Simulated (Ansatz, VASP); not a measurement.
SnGe2P2 in VASP and in Ansatz

```
Sn Ge P
1.0
    -2.14150    2.14150    5.98886
     2.14150   -2.14150    5.98886
     2.14150    2.14150   -5.98886
Sn Ge P
1 2 2
Direct
  0.00000 0.00000 0.00000
  0.75000 0.25000 0.50000
  0.25000 0.75000 0.50000
  0.36511 0.36511 0.00000
  0.63489 0.63489 0.00000
```

Change from the starting cell: species swapped into the TlCo2Se2 type (I4/mmm, No. 139).

Alike in both runs: functional PBE; k mesh 6 × 6 × 6; occupations gaussian, width 0.1 eV; no spin polarisation.

Ansatz relaxed the structure, and its values are those at the end. VASP's run is a single point on that final structure, the one shown.

```csv
,VASP,Ansatz
version,VASP 6.6.1,Ansatz 0.2.0
potentials or method,"VASP PAW PBE potentials, release 64 (Sn_d, Ge_d, P)","scalar-relativistic, plane waves, PAW"
plane-wave cutoff (eV),520,420
valence electrons in the cell,52,52
```

```tsv
	VASP	Ansatz	Ansatz less VASP
gap on the k mesh at the Fermi level (eV)	none	none	-
pressure (GPa)	0.1	0.1	+0.07
rms of the force components (eV/Å)	0.001	0.004	+0.0036
```

A gap of «none» marks a metal or a gap that the smearing closes. With one functional, cell and mesh, what is left measures potentials, basis and numerics.
